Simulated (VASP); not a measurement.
OSZICAR of a VASP run on WS$_{2}$ (2H layered):

OSZICAR:
```
...
DAV:   7    -0.470086812485E+02    0.21346E+00   -0.38695E+00  1446   0.905E+00    0.654E+00
DAV:   8    -0.468782873620E+02    0.13039E+00   -0.68568E-01  1552   0.487E+00    0.235E+00
DAV:   9    -0.468814220003E+02   -0.31346E-02   -0.68511E-02  1582   0.134E+00    0.116E+00
DAV:  10    -0.468783361861E+02    0.30858E-02   -0.34817E-02  1529   0.115E+00    0.300E-01
DAV:  11    -0.468781323997E+02    0.20379E-03   -0.39985E-03  1513   0.389E-01    0.126E-01
DAV:  12    -0.468780919325E+02    0.40467E-04   -0.18960E-04  1538   0.942E-02    0.469E-02
DAV:  13    -0.468781097362E+02   -0.17804E-04   -0.12373E-04  1533   0.594E-02    0.289E-02
DAV:  14    -0.468781048622E+02    0.48740E-05   -0.19139E-05  1572   0.278E-02    0.139E-02
DAV:  15    -0.468781049796E+02   -0.11742E-06   -0.17926E-06  1045   0.754E-03
   1 F= -.34713639E+02 E0= -.34713639E+02  d E =-.347136E+02
       N       E                     dE             d eps       ncg     rms          rms(c)
DAV:   1    -0.513270618145E+02   -0.44490E+01   -0.18541E+02  1354   0.120E+02    0.418E+01
DAV:   2    -0.458569778018E+02    0.54701E+01   -0.21102E+01  1348   0.361E+01    0.131E+01
DAV:   3    -0.445665482302E+02    0.12904E+01   -0.28782E+00  1327   0.106E+01    0.413E+00
DAV:   4    -0.444856758019E+02    0.80872E-01   -0.33259E-01  1445   0.351E+00    0.377E+00
DAV:   5    -0.444606383836E+02    0.25037E-01   -0.44313E-02  1530   0.146E+00    0.208E+00
DAV:   6    -0.444442516430E+02    0.16387E-01   -0.57105E-02  1393   0.149E+00    0.449E-01
DAV:   7    -0.444440169480E+02    0.23470E-03   -0.55475E-03  1634   0.480E-01    0.948E-02
DAV:   8    -0.444440223981E+02   -0.54501E-05   -0.22061E-04  1459   0.945E-02    0.127E-01
DAV:   9    -0.444440323922E+02   -0.99941E-05   -0.19052E-05  1505   0.265E-02    0.315E-02
DAV:  10    -0.444440311694E+02    0.12228E-05   -0.11764E-05  1499   0.249E-02    0.171E-02
DAV:  11    -0.444440310968E+02    0.72542E-07   -0.50660E-07   907   0.528E-03
   2 F= -.33969329E+02 E0= -.33969329E+02  d E =0.744310E+00
       N       E                     dE             d eps       ncg     rms          rms(c)
DAV:   1    -0.504316717291E+02   -0.59876E+01   -0.10500E+02  1370   0.988E+01    0.263E+01
DAV:   2    -0.473809493684E+02    0.30507E+01   -0.18573E+01  1450   0.301E+01    0.100E+01
DAV:   3    -0.466520447792E+02    0.72890E+00   -0.37292E+00  1430   0.885E+00    0.343E+00
DAV:   4    -0.465271823784E+02    0.12486E+00   -0.48459E-01  1338   0.468E+00    0.155E+00
DAV:   5    -0.465186733730E+02    0.85090E-02   -0.79730E-02  1493   0.163E+00    0.158E+00
DAV:   6    -0.465163087189E+02    0.23647E-02   -0.22048E-02  1470   0.850E-01    0.468E-01
DAV:   7    -0.465145275701E+02    0.17811E-02   -0.68190E-03  1387   0.580E-01    0.304E-01
DAV:   8    -0.465145930570E+02   -0.65487E-04   -0.76524E-04  1588   0.163E-01    0.705E-02
DAV:   9    -0.465145697197E+02    0.23337E-04   -0.77160E-05  1509   0.437E-02    0.628E-02
DAV:  10    -0.465145655484E+02    0.41713E-05   -0.30403E-05  1521   0.300E-02    0.252E-02
DAV:  11    -0.465145631395E+02    0.24089E-05   -0.46874E-06  1220   0.113E-02    0.468E-03
DAV:  12    -0.465145630124E+02    0.12710E-06   -0.56040E-07   816   0.445E-03
   3 F= -.34846521E+02 E0= -.34846521E+02  d E =-.132881E+00
       N       E                     dE             d eps       ncg     rms          rms(c)
DAV:   1    -0.464979927152E+02    0.16570E-01   -0.19929E-02  1353   0.129E+00    0.374E-01
DAV:   2    -0.464973956342E+02    0.59708E-03   -0.27878E-03  1446   0.383E-01    0.127E-01
DAV:   3    -0.464972645613E+02    0.13107E-03   -0.47495E-04  1485   0.107E-01    0.388E-02
DAV:   4    -0.464972474990E+02    0.17062E-04   -0.74778E-05  1423   0.573E-02    0.284E-02
DAV:   5    -0.464972490098E+02   -0.15107E-05   -0.11875E-05  1562   0.216E-02    0.221E-02
DAV:   6    -0.464972511648E+02   -0.21550E-05   -0.56801E-06  1228   0.129E-02    0.566E-03
DAV:   7    -0.464972510814E+02    0.83342E-07   -0.11787E-06   683   0.842E-03
   4 F= -.34846733E+02 E0= -.34846733E+02  d E =-.133094E+00
       N       E                     dE             d eps       ncg     rms          rms(c)
DAV:   1    -0.464611314065E+02    0.36120E-01   -0.80276E+00  1352   0.187E+01    0.287E+00
DAV:   2    -0.463806018605E+02    0.80530E-01   -0.54823E-01  1380   0.514E+00    0.146E+00
DAV:   3    -0.463627846095E+02    0.17817E-01   -0.36039E-02  1450   0.108E+00    0.823E-01
DAV:   4    -0.463578496110E+02    0.49350E-02   -0.87725E-03  1382   0.557E-01    0.681E-01
DAV:   5    -0.463564906386E+02    0.13590E-02   -0.35346E-03  1450   0.378E-01    0.236E-01
DAV:   6    -0.463563282615E+02    0.16238E-03   -0.11093E-03  1654   0.186E-01    0.541E-02
DAV:   7    -0.463563211033E+02    0.71582E-05   -0.13917E-04  1492   0.726E-02    0.257E-02
DAV:   8    -0.463563215237E+02   -0.42047E-06   -0.74723E-06  1394   0.155E-02
   5 F= -.34915865E+02 E0= -.34915865E+02  d E =-.691321E-01
       N       E                     dE             d eps       ncg     rms          rms(c)
DAV:   1    -0.463041835195E+02    0.52138E-01   -0.84843E-01  1359   0.611E+00    0.950E-01
DAV:   2    -0.462956364696E+02    0.85470E-02   -0.59019E-02  1388   0.169E+00    0.510E-01
DAV:   3    -0.462937663094E+02    0.18702E-02   -0.38121E-03  1464   0.346E-01    0.279E-01
DAV:   4    -0.462931678105E+02    0.59850E-03   -0.10951E-03  1396   0.197E-01    0.224E-01
DAV:   5    -0.462930417354E+02    0.12608E-03   -0.34604E-04  1450   0.119E-01    0.857E-02
DAV:   6    -0.462930269746E+02    0.14761E-04   -0.12974E-04  1676   0.621E-02    0.181E-02
DAV:   7    -0.462930261243E+02    0.85031E-06   -0.18145E-05  1510   0.266E-02    0.888E-03
DAV:   8    -0.462930262306E+02   -0.10633E-06   -0.71264E-07   886   0.535E-03
   6 F= -.34920223E+02 E0= -.34920223E+02  d E =-.734902E-01
       N       E                     dE             d eps       ncg     rms          rms(c)
DAV:   1    -0.463543365101E+02   -0.61310E-01   -0.55406E+00  1247   0.153E+01    0.228E+00
DAV:   2    -0.462735351640E+02    0.80801E-01   -0.71495E-01  1476   0.521E+00    0.177E+00
DAV:   3    -0.462616319573E+02    0.11903E-01   -0.34477E-02  1464   0.112E+00    0.698E-01
DAV:   4    -0.462545533253E+02    0.70786E-02   -0.21918E-02  1432   0.721E-01    0.244E-01
DAV:   5    -0.462539294986E+02    0.62383E-03   -0.23519E-03  1594   0.311E-01    0.153E-01
DAV:   6    -0.462539220526E+02    0.74460E-05   -0.49969E-04  1454   0.125E-01    0.709E-02
DAV:   7    -0.462539268940E+02   -0.48415E-05   -0.56744E-05  1481   0.412E-02    0.324E-02
DAV:   8    -0.462539206149E+02    0.62792E-05   -0.32167E-05  1486   0.355E-02    0.469E-03
DAV:   9    -0.462539206800E+02   -0.65103E-07   -0.23867E-06  1092   0.914E-03
   7 F= -.34946517E+02 E0= -.34946517E+02  d E =-.262940E-01
       N       E                     dE             d eps       ncg     rms          rms(c)
DAV:   1    -0.462445105453E+02    0.94101E-02   -0.52056E-01  1247   0.473E+00    0.719E-01
DAV:   2    -0.462370247373E+02    0.74858E-02   -0.68109E-02  1501   0.162E+00    0.549E-01
DAV:   3    -0.462358704240E+02    0.11543E-02   -0.33948E-03  1486   0.346E-01    0.226E-01
DAV:   4    -0.462351731905E+02    0.69723E-03   -0.24447E-03  1469   0.240E-01    0.752E-02
DAV:   5    -0.462351330368E+02    0.40154E-04   -0.19119E-04  1588   0.888E-02    0.478E-02
DAV:   6    -0.462351379253E+02   -0.48885E-05   -0.78517E-05  1487   0.466E-02    0.250E-02
DAV:   7    -0.462351357219E+02    0.22035E-05   -0.98242E-06  1390   0.184E-02    0.120E-02
DAV:   8    -0.462351348913E+02    0.83061E-06   -0.44310E-06  1159   0.121E-02
   8 F= -.34948177E+02 E0= -.34948177E+02  d E =-.279537E-01
       N       E                     dE             d eps       ncg     rms          rms(c)
DAV:   1    -0.462334380185E+02    0.16977E-02   -0.38023E-03  1247   0.405E-01    0.623E-02
DAV:   2    -0.462333838862E+02    0.54132E-04   -0.49966E-04  1523   0.139E-01    0.471E-02
DAV:   3    -0.462333752961E+02    0.85901E-05   -0.24992E-05  1450   0.297E-02    0.197E-02
DAV:   4    -0.462333697538E+02    0.55423E-05   -0.19055E-05  1491   0.212E-02    0.657E-03
DAV:   5    -0.462333695831E+02    0.17073E-06   -0.11703E-06   888   0.754E-03
   9 F= -.34948173E+02 E0= -.34948173E+02  d E =-.279491E-01
       N       E                     dE             d eps       ncg     rms          rms(c)
DAV:   1    -0.462270031804E+02    0.63666E-02   -0.11098E-02  1282   0.726E-01    0.223E-01
DAV:   2    -0.462269463812E+02    0.56799E-04   -0.11609E-03  1477   0.200E-01    0.871E-02
DAV:   3    -0.462269233633E+02    0.23018E-04   -0.30220E-04  1421   0.827E-02    0.516E-02
DAV:   4    -0.462269136234E+02    0.97399E-05   -0.33352E-05  1469   0.373E-02    0.196E-02
DAV:   5    -0.462269133255E+02    0.29790E-06   -0.14016E-05  1344   0.213E-02    0.946E-03
DAV:   6    -0.462269138519E+02   -0.52645E-06   -0.11654E-06   816   0.818E-03
  10 F= -.34948148E+02 E0= -.34948148E+02  d E =0.250665E-04
       N       E                     dE             d eps       ncg     rms          rms(c)
DAV:   1    -0.462306845252E+02   -0.37712E-02   -0.36551E-03  1282   0.418E-01    0.130E-01
DAV:   2    -0.462306633351E+02    0.21190E-04   -0.39509E-04  1456   0.117E-01    0.514E-02
DAV:   3    -0.462306547571E+02    0.85781E-05   -0.10373E-04  1268   0.483E-02    0.299E-02
DAV:   4    -0.462306505992E+02    0.41579E-05   -0.11064E-05  1381   0.217E-02    0.111E-02
DAV:   5    -0.462306492141E+02    0.13851E-05   -0.47550E-06  1268   0.127E-02    0.534E-03
DAV:   6    -0.462306488881E+02    0.32604E-06   -0.43109E-07   704   0.514E-03
  11 F= -.34948211E+02 E0= -.34948211E+02  d E =-.387965E-04
```

Problem. Which electronic solver shows in the log?

Solution. It is blocked Davidson (ALGO = Normal, or the opening steps of other solvers). The INCAR had ALGO = Normal.

Problem. Can the final energy be trusted as converged?

Solution. The run converged. It stopped with EDIFF = 1E-6, NELM = 100, NSW = 40 and EDIFFG = -0.02 after 11 ionic steps (PBE GGA, plane waves, VASP's PBE PAW potentials (set 64)). Energy and stress use the plane-wave basis of the starting cell. Without a dispersion term in the relaxation, distances and binding between the weakly bound layers, chains or molecules are unreliable, and so is what depends on them.

The compound is WS2 in the 2H layered structure. This run relaxes it under an external pressure of 20 GPa. Symmetry was kept, so distortions that lower it aren't found.
